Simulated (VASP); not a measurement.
Method: HSE06 screened hybrid, VASP's PBE PAW potentials (set 64) (plane waves; VASP).

VASP input:

File POSCAR:
```
Li3Bi
1.0
  0.0000000000   3.3499787876   3.3499787876
  3.3499787876   0.0000000000   3.3499787876
  3.3499787876   3.3499787876   0.0000000000
Li Bi
3 1
Cart
  5.0249681814   5.0249681814   5.0249681814
  1.6749893938   1.6749893938   1.6749893938
  3.3499787876   3.3499787876   3.3499787876
  6.6999575752   3.3499787876   3.3499787876
```

INCAR:
```
# general
SYSTEM    =  Li3Bi
PREC      =  Accurate
ENCUT     =  500   # plane-wave cut-off (eV)
LREAL     =  .FALSE.
LASPH     =  .TRUE.
ISYM      =  3

# electronic loop
EDIFF     =  1E-6
NELM      =  60
ALGO      =  Normal   # blocked Davidson
LMAXMIX   =  4   # l cut-off of mixed one-centre charges

# smearing
ISMEAR    =  0   # Gaussian
SIGMA     =  0.05   # width (eV)

# functional
GGA       =  PE
LHFCALC   =  .TRUE.
AEXX      =  0.25
HFSCREEN  =  0.2   # 1/Angstrom
PRECFOCK  =  Fast

# ions
ISIF      =  2

# output
LWAVE     =  .FALSE.
LCHARG    =  .FALSE.
```

### KPOINTS
```
kpoints
0
Gamma
 4 4 4
```

### KPOINTS_OPT
```
named points and PBE's band edges
10
Reciprocal
  0.000000   0.000000   0.000000 1 ! GAMMA
  0.500000   0.000000   0.500000 1 ! X
  0.500000   0.500000   0.500000 1 ! L
  0.500000   0.250000   0.750000 1 ! W
  0.375000   0.375000   0.750000 1 ! K
  0.625000   0.250000   0.625000 1 ! U
  0.080360   0.080360   0.160710 1 ! near an edge
  0.107140   0.107140   0.214290 1 ! near an edge
  0.053570   0.053570   0.107140 1 ! near an edge
  0.464290   0.000000   0.464290 1 ! near an edge
```

POTCAR, in this order: Li_sv Bi_d (PBE.64 set). Program: vasp_std. Read from the step before: WAVECAR.

What will the output report for the number of irreducible k-points (NKPTS), largest plane-wave count, number of space-group operations, FFT grid (NGX, NGY, NGZ)?

```yaml
number of irreducible k-points (NKPTS): 8
largest_plane_wave_count: 1924
number_of_space_group_operations: 48
FFT grid (NGX, NGY, NGZ): 36 × 36 × 36
```

The structure comes from a computed database's Li3Bi entry (Fm-3m); how it stands against other phases isn't given here. It was relaxed first.
